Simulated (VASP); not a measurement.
Consider the following.

```yaml
crystal:
  lattice:
    - [0.00000, 1.92275, 1.92275]
    - [1.92275, 0.00000, 1.92275]
    - [1.92275, 1.92275, 0.00000]
  atoms:
    - { symbol: Rh, position: [0.00000, 0.00000, 0.00000] }
```

Method: AM05 GGA, VASP's PBE PAW potentials (set 64) (plane waves; VASP). Run with 520 eV cut-off, 17×17×17 Γ-centred mesh, first-order Methfessel-Paxton smearing of 0.10 eV, potentials Rh_pv.

Task: What does the run give for the energy per atom (σ→0), pressure, band gap (on the k-mesh) with the smallest direct gap where there is one?

Result: 
The band gap (on the k-mesh) comes out as none (metal, semimetal or under 0.01 eV) and the energy per atom (σ→0) is -7.817 eV/atom. The pressure comes out as -14.91 GPa.

Total energies compare only between runs with the same potentials, cut-off and functional.

The compound is Rh in the fcc structure. This cell is one point of a volume scan, at 1.06 of the reference volume.
